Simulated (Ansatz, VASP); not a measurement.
**TaCuN2 in VASP and in Ansatz**

File INCAR:

```
SYSTEM = TaCuN2
ALGO = Normal
EDIFF = 1E-7
ENCUT = 520
ISIF = 2
ISMEAR = 0
ISPIN = 2
LASPH = .True.
LCHARG = .True.
LDAU = .True.
LDAUJ = 0 0 0
LDAUL = 2 2 -1
LDAUPRINT = 1
LDAUTYPE = 2
LDAUU = 4 4 0
LELF = .True.
LMAXMIX = 4
LORBIT = 11
LREAL = .False.
LVHAR = .True.
LWAVE = .False.
MAGMOM = 0 0 0 0
NBANDS = 28
NELM = 150
PREC = Accurate
SIGMA = 0.05
```

KPOINTS

```
k-points
0
Gamma
  7 7 7
  0 0 0
```

Contents of POSCAR:

```
TaCuN2
1.0
    1.5680006800      0.9052856200      5.8126690500
   -1.5680006800      0.9052856200      5.8126690500
    0.0000000000     -1.8105712300      5.8126690500
Ta Cu N
1 1 2
Direct
    0.5000000000      0.5000000000      0.5000000000
    0.0000000000      0.0000000000      0.0000000000
    0.1190000000      0.1190000000      0.1190000000
    0.8810000000      0.8810000000      0.8810000000
```

Input for Ansatz:

```yaml
crystal:
  lattice:
    - [1.56800068, 0.90528562, 5.81266905]
    - [-1.56800068, 0.90528562, 5.81266905]
    - [0.0, -1.81057123, 5.81266905]
  atoms:
    - { symbol: Ta, position: [0.5, 0.5, 0.5], spin: 1.0 }
    - { symbol: Cu, position: [0.0, 0.0, 0.0], spin: -1.0 }
    - { symbol: "N", position: [0.119, 0.119, 0.119] }
    - { symbol: "N", position: [0.881, 0.881, 0.881] }
basis:
  ecutwfc: 420
  ecutrho_ratio: 4
kpoints:
  mp_grid: { grid: [7, 7, 7] }
hamiltonian:
  xc: lda
  hubbard:
    sites:
      - { site: 0, l: d, u_eff: 4.0, starting_ns: [{ spin: up, occupation_matrix: s0up }, { spin: down, occupation_matrix: s0down }] }
      - { site: 1, l: d, u_eff: 4.0, starting_ns: [{ spin: up, occupation_matrix: s1up }, { spin: down, occupation_matrix: s1down }] }
    occupation_matrices:
      s0up:
        matrix:
          - [0.02, 0.0, 0.0, 0.0, 0.0]
          - [0.0, 0.97, 0.0, 0.0, 0.0]
          - [0.0, 0.0, 0.02, 0.0, 0.0]
          - [0.0, 0.0, 0.0, 0.02, 0.0]
          - [0.0, 0.0, 0.0, 0.0, 0.02]
      s0down:
        matrix:
          - [0.02, 0.0, 0.0, 0.0, 0.0]
          - [0.0, 0.02, 0.0, 0.0, 0.0]
          - [0.0, 0.0, 0.02, 0.0, 0.0]
          - [0.0, 0.0, 0.0, 0.02, 0.0]
          - [0.0, 0.0, 0.0, 0.0, 0.02]
      s1up:
        matrix:
          - [0.97, 0.0, 0.0, 0.0, 0.0]
          - [0.0, 0.97, 0.0, 0.0, 0.0]
          - [0.0, 0.0, 0.97, 0.0, 0.0]
          - [0.0, 0.0, 0.0, 0.02, 0.0]
          - [0.0, 0.0, 0.0, 0.0, 0.97]
      s1down:
        matrix:
          - [0.97, 0.0, 0.0, 0.0, 0.0]
          - [0.0, 0.97, 0.0, 0.0, 0.0]
          - [0.0, 0.0, 0.97, 0.0, 0.0]
          - [0.0, 0.0, 0.0, 0.97, 0.0]
          - [0.0, 0.0, 0.0, 0.0, 0.97]
    ns_hold: { iters: 5 }
scf:
  occupations: { method: gaussian, width: 0.05 }
  lower_state_search: "off"
  max_iter: 150
output:
  forces: true
  stress: true
  eigenvalues: true
  populations: true
  hubbard: { sites: [{ site: 0, l: d }, { site: 1, l: d }] }
magnetization:
  spin_polarized: true
```

Alike in both runs: task single point; functional LDA; k mesh 7 × 7 × 7; occupations gaussian, width 0.05 eV; collinear spin; Hubbard terms Ta d U = 4.0 eV, Cu d U = 4.0 eV.

|  | VASP | Ansatz |
| --- | --- | --- |
| version | VASP 6.6.1 | Ansatz 0.2.0 |
| potentials or method | VASP PAW LDA potentials, release 64 (Ta_pv, Cu, N) | scalar-relativistic, plane waves, PAW |
| plane-wave cutoff (eV) | 520 | 420 |
| valence electrons in the cell | 32 | 42 |

Ansatz gave:

```
gap on the k mesh at the Fermi level (eV)       : 1.25
least direct gap on the mesh (eV)               : 1.81
pressure (GPa)                                  : 16.3
largest component of the traceless stress (GPa) : 15.04
rms of the force components (eV/Å)              : 2.507
net moment per atom (μB)                        : 0.00
```

Question: Estimate VASP's values.

Answer: gap on the k mesh at the Fermi level (eV): 1.28; least direct gap on the mesh (eV): 1.94; pressure (GPa): 20.7; largest component of the traceless stress (GPa): 19.00; rms of the force components (eV/Å): 2.790; net moment per atom (μB): 0.00.

The programs project onto different local orbitals, so the same U acts differently. Atom by atom the forces differ by 0.283 eV/Å (rms over components). The two sets of potentials don't hold the same shells in valence. Ansatz warned: «seeded_moment_not_kept».

Caveats: spin-orbit coupling is left out, which moves the levels of the heavy elements; an odd mesh through Γ misses points on the zone boundary, where band edges often lie; forces of over 1 eV/Å show positions far from the minimum, so gaps and moduli don't describe the material at rest. The state reached can hang on the start; a lower one may exist.
